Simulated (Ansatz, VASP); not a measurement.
## InAs: VASP beside Ansatz

One calculation is typed for both programs; each brings its own data sets. How far apart do they land? The cell is taken from a series of runs on this material, whose earlier steps may have relaxed, scaled, displaced or heated it; both programs get it as it stands.

Calculated with Ansatz 0.2.0; plane waves, with VASP 6.6.1 beside it; zone-centre phonons at LDA.

**1. Set-up**

The structure is orthorhombic, space group Imm2 (No. 44). Conventional cell: a = 4.261 Å, b = 4.303 Å, c = 5.992 Å, α = 90.00°, β = 90.00°, γ = 90.00°. As has 4 In at 2.61 to 2.62 Å nearest. Nearest to In lie 4 As at 2.61 to 2.62 Å. Farther neighbours are not listed.

**2. VASP: zone-centre phonons, LDA**

Second derivatives magnify differences that forces hide, and they need a tight electronic threshold.

Lines of VASP's logs that name or quote its potential files are left out, and so is its time.

The input, INCAR:

```
SYSTEM = InAs
PREC = Accurate
ENCUT = 500
EDIFF = 1E-08
NELM = 120
ISMEAR = 0
SIGMA = 0.015
LREAL = .FALSE.
ALGO = Normal
GGA = CA
NBANDS = 15
LORBIT = 11
LWAVE = .FALSE.
LCHARG = .FALSE.
ISIF = 2
ISYM = 2
IBRION = 8
LASPH = .TRUE.
GGA_COMPAT = .FALSE.
EFERMI = MIDGAP
KPAR = 2
```

The input, POSCAR:

```
InAs
1.0
    0.0151268726      3.0277902574      2.9958480728
    3.0277902574      0.0151268726      2.9958480728
    3.0429171300      3.0429171300      0.0000000000
As In
1 1
Direct
    0.7508391108      0.7508391108      0.7491309631
    0.9991608892      0.9991608892      0.0008690369
```

The input, KPOINTS:

```
Points of the shifted mesh
1728
Reciprocal
 0.0416666667  0.0416666667  0.0416666667 1
 0.0416666667  0.0416666667  0.1250000000 1
 0.0416666667  0.0416666667  0.2083333333 1
 0.0416666667  0.0416666667  0.2916666667 1
 0.0416666667  0.0416666667  0.3750000000 1
 0.0416666667  0.0416666667  0.4583333333 1
 0.0416666667  0.0416666667  0.5416666667 1
 0.0416666667  0.0416666667  0.6250000000 1
 0.0416666667  0.0416666667  0.7083333333 1
 0.0416666667  0.0416666667  0.7916666667 1
 0.0416666667  0.0416666667  0.8750000000 1
 0.0416666667  0.0416666667  0.9583333333 1
 0.0416666667  0.1250000000  0.0416666667 1
 0.0416666667  0.1250000000  0.1250000000 1
 0.0416666667  0.1250000000  0.2083333333 1
 0.0416666667  0.1250000000  0.2916666667 1
 0.0416666667  0.1250000000  0.3750000000 1
 0.0416666667  0.1250000000  0.4583333333 1
 0.0416666667  0.1250000000  0.5416666667 1
 0.0416666667  0.1250000000  0.6250000000 1
 0.0416666667  0.1250000000  0.7083333333 1
 0.0416666667  0.1250000000  0.7916666667 1
 0.0416666667  0.1250000000  0.8750000000 1
 0.0416666667  0.1250000000  0.9583333333 1
 0.0416666667  0.2083333333  0.0416666667 1
 0.0416666667  0.2083333333  0.1250000000 1
 0.0416666667  0.2083333333  0.2083333333 1
 0.0416666667  0.2083333333  0.2916666667 1
 0.0416666667  0.2083333333  0.3750000000 1
 0.0416666667  0.2083333333  0.4583333333 1
 0.0416666667  0.2083333333  0.5416666667 1
 0.0416666667  0.2083333333  0.6250000000 1
 0.0416666667  0.2083333333  0.7083333333 1
 0.0416666667  0.2083333333  0.7916666667 1
 0.0416666667  0.2083333333  0.8750000000 1
 0.0416666667  0.2083333333  0.9583333333 1
 0.0416666667  0.2916666667  0.0416666667 1
 0.0416666667  0.2916666667  0.1250000000 1
 0.0416666667  0.2916666667  0.2083333333 1
 0.0416666667  0.2916666667  0.2916666667 1
 0.0416666667  0.2916666667  0.3750000000 1
 0.0416666667  0.2916666667  0.4583333333 1
 0.0416666667  0.2916666667  0.5416666667 1
 0.0416666667  0.2916666667  0.6250000000 1
 0.0416666667  0.2916666667  0.7083333333 1
 0.0416666667  0.2916666667  0.7916666667 1
 0.0416666667  0.2916666667  0.8750000000 1
 0.0416666667  0.2916666667  0.9583333333 1
 0.0416666667  0.3750000000  0.0416666667 1
 0.0416666667  0.3750000000  0.1250000000 1
 0.0416666667  0.3750000000  0.2083333333 1
 0.0416666667  0.3750000000  0.2916666667 1
 0.0416666667  0.3750000000  0.3750000000 1
 0.0416666667  0.3750000000  0.4583333333 1
 0.0416666667  0.3750000000  0.5416666667 1
 0.0416666667  0.3750000000  0.6250000000 1
 0.0416666667  0.3750000000  0.7083333333 1
 0.0416666667  0.3750000000  0.7916666667 1
 0.0416666667  0.3750000000  0.8750000000 1
 0.0416666667  0.3750000000  0.9583333333 1
 0.0416666667  0.4583333333  0.0416666667 1
 0.0416666667  0.4583333333  0.1250000000 1
 0.0416666667  0.4583333333  0.2083333333 1
 0.0416666667  0.4583333333  0.2916666667 1
 0.0416666667  0.4583333333  0.3750000000 1
 0.0416666667  0.4583333333  0.4583333333 1
 0.0416666667  0.4583333333  0.5416666667 1
 0.0416666667  0.4583333333  0.6250000000 1
 0.0416666667  0.4583333333  0.7083333333 1
 0.0416666667  0.4583333333  0.7916666667 1
 0.0416666667  0.4583333333  0.8750000000 1
 0.0416666667  0.4583333333  0.9583333333 1
 0.0416666667  0.5416666667  0.0416666667 1
 0.0416666667  0.5416666667  0.1250000000 1
 0.0416666667  0.5416666667  0.2083333333 1
 0.0416666667  0.5416666667  0.2916666667 1
 0.0416666667  0.5416666667  0.3750000000 1
 0.0416666667  0.5416666667  0.4583333333 1
 0.0416666667  0.5416666667  0.5416666667 1
 0.0416666667  0.5416666667  0.6250000000 1
 0.0416666667  0.5416666667  0.7083333333 1
 0.0416666667  0.5416666667  0.7916666667 1
 0.0416666667  0.5416666667  0.8750000000 1
 0.0416666667  0.5416666667  0.9583333333 1
 0.0416666667  0.6250000000  0.0416666667 1
 0.0416666667  0.6250000000  0.1250000000 1
 0.0416666667  0.6250000000  0.2083333333 1
 0.0416666667  0.6250000000  0.2916666667 1
 0.0416666667  0.6250000000  0.3750000000 1
 0.0416666667  0.6250000000  0.4583333333 1
 0.0416666667  0.6250000000  0.5416666667 1
 0.0416666667  0.6250000000  0.6250000000 1
 0.0416666667  0.6250000000  0.7083333333 1
 0.0416666667  0.6250000000  0.7916666667 1
 0.0416666667  0.6250000000  0.8750000000 1
 0.0416666667  0.6250000000  0.9583333333 1
 0.0416666667  0.7083333333  0.0416666667 1
 0.0416666667  0.7083333333  0.1250000000 1
 0.0416666667  0.7083333333  0.2083333333 1
 0.0416666667  0.7083333333  0.2916666667 1
 0.0416666667  0.7083333333  0.3750000000 1
 0.0416666667  0.7083333333  0.4583333333 1
 0.0416666667  0.7083333333  0.5416666667 1
 0.0416666667  0.7083333333  0.6250000000 1
 0.0416666667  0.7083333333  0.7083333333 1
 0.0416666667  0.7083333333  0.7916666667 1
 0.0416666667  0.7083333333  0.8750000000 1
 0.0416666667  0.7083333333  0.9583333333 1
 0.0416666667  0.7916666667  0.0416666667 1
 0.0416666667  0.7916666667  0.1250000000 1
 0.0416666667  0.7916666667  0.2083333333 1
 0.0416666667  0.7916666667  0.2916666667 1
[... 1390 lines left out ...]
 0.8750000000  0.4583333333  0.1250000000 1
 0.8750000000  0.4583333333  0.2083333333 1
 0.8750000000  0.4583333333  0.2916666667 1
 0.8750000000  0.4583333333  0.3750000000 1
 0.8750000000  0.4583333333  0.4583333333 1
 0.8750000000  0.4583333333  0.5416666667 1
 0.8750000000  0.4583333333  0.6250000000 1
 0.8750000000  0.4583333333  0.7083333333 1
 0.8750000000  0.4583333333  0.7916666667 1
 0.8750000000  0.4583333333  0.8750000000 1
 0.8750000000  0.4583333333  0.9583333333 1
 0.8750000000  0.5416666667  0.0416666667 1
 0.8750000000  0.5416666667  0.1250000000 1
 0.8750000000  0.5416666667  0.2083333333 1
 0.8750000000  0.5416666667  0.2916666667 1
 0.8750000000  0.5416666667  0.3750000000 1
 0.8750000000  0.5416666667  0.4583333333 1
 0.8750000000  0.5416666667  0.5416666667 1
 0.8750000000  0.5416666667  0.6250000000 1
 0.8750000000  0.5416666667  0.7083333333 1
 0.8750000000  0.5416666667  0.7916666667 1
 0.8750000000  0.5416666667  0.8750000000 1
 0.8750000000  0.5416666667  0.9583333333 1
 0.8750000000  0.6250000000  0.0416666667 1
 0.8750000000  0.6250000000  0.1250000000 1
 0.8750000000  0.6250000000  0.2083333333 1
 0.8750000000  0.6250000000  0.2916666667 1
 0.8750000000  0.6250000000  0.3750000000 1
 0.8750000000  0.6250000000  0.4583333333 1
 0.8750000000  0.6250000000  0.5416666667 1
 0.8750000000  0.6250000000  0.6250000000 1
 0.8750000000  0.6250000000  0.7083333333 1
 0.8750000000  0.6250000000  0.7916666667 1
 0.8750000000  0.6250000000  0.8750000000 1
 0.8750000000  0.6250000000  0.9583333333 1
 0.8750000000  0.7083333333  0.0416666667 1
 0.8750000000  0.7083333333  0.1250000000 1
 0.8750000000  0.7083333333  0.2083333333 1
 0.8750000000  0.7083333333  0.2916666667 1
 0.8750000000  0.7083333333  0.3750000000 1
 0.8750000000  0.7083333333  0.4583333333 1
 0.8750000000  0.7083333333  0.5416666667 1
 0.8750000000  0.7083333333  0.6250000000 1
 0.8750000000  0.7083333333  0.7083333333 1
 0.8750000000  0.7083333333  0.7916666667 1
 0.8750000000  0.7083333333  0.8750000000 1
 0.8750000000  0.7083333333  0.9583333333 1
 0.8750000000  0.7916666667  0.0416666667 1
 0.8750000000  0.7916666667  0.1250000000 1
 0.8750000000  0.7916666667  0.2083333333 1
 0.8750000000  0.7916666667  0.2916666667 1
 0.8750000000  0.7916666667  0.3750000000 1
 0.8750000000  0.7916666667  0.4583333333 1
 0.8750000000  0.7916666667  0.5416666667 1
 0.8750000000  0.7916666667  0.6250000000 1
 0.8750000000  0.7916666667  0.7083333333 1
 0.8750000000  0.7916666667  0.7916666667 1
 0.8750000000  0.7916666667  0.8750000000 1
 0.8750000000  0.7916666667  0.9583333333 1
 0.8750000000  0.8750000000  0.0416666667 1
 0.8750000000  0.8750000000  0.1250000000 1
 0.8750000000  0.8750000000  0.2083333333 1
 0.8750000000  0.8750000000  0.2916666667 1
 0.8750000000  0.8750000000  0.3750000000 1
 0.8750000000  0.8750000000  0.4583333333 1
 0.8750000000  0.8750000000  0.5416666667 1
 0.8750000000  0.8750000000  0.6250000000 1
 0.8750000000  0.8750000000  0.7083333333 1
 0.8750000000  0.8750000000  0.7916666667 1
 0.8750000000  0.8750000000  0.8750000000 1
 0.8750000000  0.8750000000  0.9583333333 1
 0.8750000000  0.9583333333  0.0416666667 1
 0.8750000000  0.9583333333  0.1250000000 1
 0.8750000000  0.9583333333  0.2083333333 1
 0.8750000000  0.9583333333  0.2916666667 1
 0.8750000000  0.9583333333  0.3750000000 1
 0.8750000000  0.9583333333  0.4583333333 1
 0.8750000000  0.9583333333  0.5416666667 1
 0.8750000000  0.9583333333  0.6250000000 1
 0.8750000000  0.9583333333  0.7083333333 1
 0.8750000000  0.9583333333  0.7916666667 1
 0.8750000000  0.9583333333  0.8750000000 1
 0.8750000000  0.9583333333  0.9583333333 1
 0.9583333333  0.0416666667  0.0416666667 1
 0.9583333333  0.0416666667  0.1250000000 1
 0.9583333333  0.0416666667  0.2083333333 1
 0.9583333333  0.0416666667  0.2916666667 1
 0.9583333333  0.0416666667  0.3750000000 1
 0.9583333333  0.0416666667  0.4583333333 1
 0.9583333333  0.0416666667  0.5416666667 1
 0.9583333333  0.0416666667  0.6250000000 1
 0.9583333333  0.0416666667  0.7083333333 1
 0.9583333333  0.0416666667  0.7916666667 1
 0.9583333333  0.0416666667  0.8750000000 1
 0.9583333333  0.0416666667  0.9583333333 1
 0.9583333333  0.1250000000  0.0416666667 1
 0.9583333333  0.1250000000  0.1250000000 1
 0.9583333333  0.1250000000  0.2083333333 1
 0.9583333333  0.1250000000  0.2916666667 1
 0.9583333333  0.1250000000  0.3750000000 1
 0.9583333333  0.1250000000  0.4583333333 1
 0.9583333333  0.1250000000  0.5416666667 1
 0.9583333333  0.1250000000  0.6250000000 1
 0.9583333333  0.1250000000  0.7083333333 1
 0.9583333333  0.1250000000  0.7916666667 1
 0.9583333333  0.1250000000  0.8750000000 1
 0.9583333333  0.1250000000  0.9583333333 1
 0.9583333333  0.2083333333  0.0416666667 1
 0.9583333333  0.2083333333  0.1250000000 1
 0.9583333333  0.2083333333  0.2083333333 1
 0.9583333333  0.2083333333  0.2916666667 1
 0.9583333333  0.2083333333  0.3750000000 1
 0.9583333333  0.2083333333  0.4583333333 1
 0.9583333333  0.2083333333  0.5416666667 1
 0.9583333333  0.2083333333  0.6250000000 1
 0.9583333333  0.2083333333  0.7083333333 1
 0.9583333333  0.2083333333  0.7916666667 1
 0.9583333333  0.2083333333  0.8750000000 1
 0.9583333333  0.2083333333  0.9583333333 1
 0.9583333333  0.2916666667  0.0416666667 1
 0.9583333333  0.2916666667  0.1250000000 1
 0.9583333333  0.2916666667  0.2083333333 1
 0.9583333333  0.2916666667  0.2916666667 1
 0.9583333333  0.2916666667  0.3750000000 1
 0.9583333333  0.2916666667  0.4583333333 1
 0.9583333333  0.2916666667  0.5416666667 1
 0.9583333333  0.2916666667  0.6250000000 1
 0.9583333333  0.2916666667  0.7083333333 1
 0.9583333333  0.2916666667  0.7916666667 1
 0.9583333333  0.2916666667  0.8750000000 1
 0.9583333333  0.2916666667  0.9583333333 1
 0.9583333333  0.3750000000  0.0416666667 1
 0.9583333333  0.3750000000  0.1250000000 1
 0.9583333333  0.3750000000  0.2083333333 1
 0.9583333333  0.3750000000  0.2916666667 1
 0.9583333333  0.3750000000  0.3750000000 1
 0.9583333333  0.3750000000  0.4583333333 1
 0.9583333333  0.3750000000  0.5416666667 1
 0.9583333333  0.3750000000  0.6250000000 1
 0.9583333333  0.3750000000  0.7083333333 1
 0.9583333333  0.3750000000  0.7916666667 1
 0.9583333333  0.3750000000  0.8750000000 1
 0.9583333333  0.3750000000  0.9583333333 1
 0.9583333333  0.4583333333  0.0416666667 1
 0.9583333333  0.4583333333  0.1250000000 1
 0.9583333333  0.4583333333  0.2083333333 1
 0.9583333333  0.4583333333  0.2916666667 1
 0.9583333333  0.4583333333  0.3750000000 1
 0.9583333333  0.4583333333  0.4583333333 1
 0.9583333333  0.4583333333  0.5416666667 1
 0.9583333333  0.4583333333  0.6250000000 1
 0.9583333333  0.4583333333  0.7083333333 1
 0.9583333333  0.4583333333  0.7916666667 1
 0.9583333333  0.4583333333  0.8750000000 1
 0.9583333333  0.4583333333  0.9583333333 1
 0.9583333333  0.5416666667  0.0416666667 1
 0.9583333333  0.5416666667  0.1250000000 1
 0.9583333333  0.5416666667  0.2083333333 1
 0.9583333333  0.5416666667  0.2916666667 1
 0.9583333333  0.5416666667  0.3750000000 1
 0.9583333333  0.5416666667  0.4583333333 1
 0.9583333333  0.5416666667  0.5416666667 1
 0.9583333333  0.5416666667  0.6250000000 1
 0.9583333333  0.5416666667  0.7083333333 1
 0.9583333333  0.5416666667  0.7916666667 1
 0.9583333333  0.5416666667  0.8750000000 1
 0.9583333333  0.5416666667  0.9583333333 1
 0.9583333333  0.6250000000  0.0416666667 1
 0.9583333333  0.6250000000  0.1250000000 1
 0.9583333333  0.6250000000  0.2083333333 1
 0.9583333333  0.6250000000  0.2916666667 1
 0.9583333333  0.6250000000  0.3750000000 1
 0.9583333333  0.6250000000  0.4583333333 1
 0.9583333333  0.6250000000  0.5416666667 1
 0.9583333333  0.6250000000  0.6250000000 1
 0.9583333333  0.6250000000  0.7083333333 1
 0.9583333333  0.6250000000  0.7916666667 1
 0.9583333333  0.6250000000  0.8750000000 1
 0.9583333333  0.6250000000  0.9583333333 1
 0.9583333333  0.7083333333  0.0416666667 1
 0.9583333333  0.7083333333  0.1250000000 1
 0.9583333333  0.7083333333  0.2083333333 1
 0.9583333333  0.7083333333  0.2916666667 1
 0.9583333333  0.7083333333  0.3750000000 1
 0.9583333333  0.7083333333  0.4583333333 1
 0.9583333333  0.7083333333  0.5416666667 1
 0.9583333333  0.7083333333  0.6250000000 1
 0.9583333333  0.7083333333  0.7083333333 1
 0.9583333333  0.7083333333  0.7916666667 1
 0.9583333333  0.7083333333  0.8750000000 1
 0.9583333333  0.7083333333  0.9583333333 1
 0.9583333333  0.7916666667  0.0416666667 1
 0.9583333333  0.7916666667  0.1250000000 1
 0.9583333333  0.7916666667  0.2083333333 1
 0.9583333333  0.7916666667  0.2916666667 1
 0.9583333333  0.7916666667  0.3750000000 1
 0.9583333333  0.7916666667  0.4583333333 1
 0.9583333333  0.7916666667  0.5416666667 1
 0.9583333333  0.7916666667  0.6250000000 1
 0.9583333333  0.7916666667  0.7083333333 1
 0.9583333333  0.7916666667  0.7916666667 1
 0.9583333333  0.7916666667  0.8750000000 1
 0.9583333333  0.7916666667  0.9583333333 1
 0.9583333333  0.8750000000  0.0416666667 1
 0.9583333333  0.8750000000  0.1250000000 1
 0.9583333333  0.8750000000  0.2083333333 1
 0.9583333333  0.8750000000  0.2916666667 1
 0.9583333333  0.8750000000  0.3750000000 1
 0.9583333333  0.8750000000  0.4583333333 1
 0.9583333333  0.8750000000  0.5416666667 1
 0.9583333333  0.8750000000  0.6250000000 1
 0.9583333333  0.8750000000  0.7083333333 1
 0.9583333333  0.8750000000  0.7916666667 1
 0.9583333333  0.8750000000  0.8750000000 1
 0.9583333333  0.8750000000  0.9583333333 1
 0.9583333333  0.9583333333  0.0416666667 1
 0.9583333333  0.9583333333  0.1250000000 1
 0.9583333333  0.9583333333  0.2083333333 1
 0.9583333333  0.9583333333  0.2916666667 1
 0.9583333333  0.9583333333  0.3750000000 1
 0.9583333333  0.9583333333  0.4583333333 1
 0.9583333333  0.9583333333  0.5416666667 1
 0.9583333333  0.9583333333  0.6250000000 1
 0.9583333333  0.9583333333  0.7083333333 1
 0.9583333333  0.9583333333  0.7916666667 1
 0.9583333333  0.9583333333  0.8750000000 1
 0.9583333333  0.9583333333  0.9583333333 1
```

Potentials, in the order of the species: As and In_d (LDA family, release 64).

Command:

```bash
> mpirun -np 2 vasp_std
```

Numbers of over 12 decimals in the logs are rounded to 6 here.

The log of the run:

```text
[banner, memory and clock lines left out]
running    2 mpi-ranks, on    1 nodes
[...]
LDA part: xc-table for (Slater(with rela. corr.)+CA(PZ))
 , standard interpolation
 POSCAR, INCAR and KPOINTS ok, starting setup
[...]
entering main loop
       N       E                     dE             d eps       ncg     rms          rms(c)
DAV:   1     0.111966788805E+03    0.11197E+03   -0.82130E+03 52108   0.127E+03
DAV:   2    -0.148930897788E+01   -0.11346E+03   -0.10915E+03 55879   0.301E+02
DAV:   3    -0.913849621138E+01   -0.76492E+01   -0.76059E+01 66820   0.796E+01
DAV:   4    -0.933614988504E+01   -0.19765E+00   -0.19760E+00 63127   0.143E+01
[...]
DAV:  12    -0.902912183004E+01    0.25097E-05   -0.51735E-06 78460   0.311E-02    0.703E-03
DAV:  13    -0.902912187800E+01   -0.47963E-07   -0.70919E-07 65553   0.496E-03    0.170E-03
DAV:  14    -0.902912187416E+01    0.38442E-08   -0.24342E-08 67089   0.228E-03
   1 F= -.90291219E+01 E0= -.90291219E+01  d E =-.277156E-62
 Linear response reoptimize wavefunctions to high precision
DAV:   1    -0.902912187439E+01   -0.22646E-09   -0.37106E-09 54640   0.109E-03
DAV:   2    -0.902912187448E+01   -0.91632E-10   -0.94684E-10 37253   0.242E-04
 Linear response DOF=           4
 Linear response progress:
  Degree of freedom:   1/  4
       N       E                     dE             d eps       ncg     rms          rms(c)
RMM:   1    -0.476014523088E-01   -0.47601E-01    0.64203E-02109218   0.156E+00
RMM:   2    -0.452923644783E-01    0.23091E-02    0.16427E-03 81130   0.581E-01    0.110E-01
RMM:   3    -0.459895781824E-01   -0.69721E-03   -0.19933E-03 95490   0.248E-01    0.470E-02
RMM:   4    -0.461533869495E-01   -0.16381E-03   -0.15709E-04 97485   0.834E-02    0.108E-02
[...]
RMM:   9    -0.461662440424E-01   -0.66320E-06    0.10130E-08 98253   0.423E-04    0.770E-05
RMM:  10    -0.461663244486E-01   -0.80406E-07    0.56398E-08107142   0.169E-04    0.762E-05
RMM:  11    -0.461663172469E-01    0.72017E-08   -0.57866E-08111806   0.673E-05    0.248E-05
 first order change of Fermi-energy  -0.36042E+00
 force on displaced ion       1 direction 1 :  -7.722   0.054  -0.001
 Linear response progress:
  Degree of freedom:   2/  4
       N       E                     dE             d eps       ncg     rms          rms(c)
RMM:   1    -0.474866577937E-01   -0.47487E-01    0.64234E-02109322   0.156E+00
RMM:   2    -0.452793337370E-01    0.22073E-02    0.15073E-03 81299   0.577E-01    0.108E-01
RMM:   3    -0.459539504176E-01   -0.67462E-03   -0.19667E-03 95391   0.245E-01    0.466E-02
RMM:   4    -0.461136890776E-01   -0.15974E-03   -0.15330E-04 97416   0.825E-02    0.107E-02
[...]
RMM:  11    -0.461274784333E-01    0.11604E-07   -0.53978E-08110991   0.631E-05    0.232E-05
RMM:  12    -0.461274891851E-01   -0.10752E-07    0.18966E-08104263   0.241E-05    0.677E-06
RMM:  13    -0.461274876036E-01    0.15815E-08   -0.17288E-08108797   0.117E-05    0.188E-06
 first order change of Fermi-energy   0.71313E+00
 force on displaced ion       1 direction 3 :  -0.001  -0.001  -7.662
 Linear response progress:
  Degree of freedom:   3/  4
       N       E                     dE             d eps       ncg     rms          rms(c)
RMM:   1    -0.235461653410E+00   -0.23546E+00   -0.89645E-02 70074   0.492E+00
RMM:   2    -0.237917978371E+00   -0.24563E-02   -0.13530E-02 88213   0.105E+00    0.790E-02
RMM:   3    -0.237875123454E+00    0.42855E-04   -0.15765E-03 95913   0.324E-01    0.389E-02
RMM:   4    -0.237685822243E+00    0.18930E-03   -0.14303E-04 97915   0.106E-01    0.201E-02
[...]
RMM:  12    -0.237652041421E+00   -0.14542E-07    0.19255E-07108108   0.802E-05    0.106E-05
RMM:  13    -0.237652082497E+00   -0.41076E-07    0.81710E-08112742   0.478E-05    0.804E-06
RMM:  14    -0.237652084937E+00   -0.24395E-08    0.14632E-08109948   0.300E-05    0.108E-05
 first order change of Fermi-energy   0.36042E+00
 force on displaced ion       2 direction 1 :  -7.685   0.052  -0.001
 Linear response progress:
  Degree of freedom:   4/  4
       N       E                     dE             d eps       ncg     rms          rms(c)
RMM:   1    -0.235394029127E+00   -0.23539E+00   -0.88197E-02 70080   0.493E+00
RMM:   2    -0.237860130941E+00   -0.24661E-02   -0.13393E-02 88124   0.104E+00    0.782E-02
RMM:   3    -0.237812797097E+00    0.47334E-04   -0.15584E-03 96066   0.323E-01    0.384E-02
RMM:   4    -0.237620307085E+00    0.19249E-03   -0.13912E-04 97931   0.105E-01    0.198E-02
[...]
RMM:  12    -0.237583162764E+00    0.43980E-07    0.85669E-08107592   0.758E-05    0.139E-05
RMM:  13    -0.237583246328E+00   -0.83565E-07    0.52385E-08103166   0.462E-05    0.143E-05
RMM:  14    -0.237583251522E+00   -0.51935E-08    0.27085E-08118312   0.290E-05    0.290E-05
 first order change of Fermi-energy  -0.71312E+00
 force on displaced ion       2 direction 3 :  -0.001  -0.001  -7.648
 Linear response finished
```

[end of part 1 of 2]

[Lines on the potential files, build, host, timing and source positions are cut from VASP's logs without a mark.]

[Logs are printed without paths, hosts, clocks, repeated set-up lines and the standing remarks that a program may print on its own settings, such as how far it seeks lower states.]

[Hosts, paths, dates, database ids (printed as entryN), source tags and the programs' standing remarks are cut or masked in the printed files.]
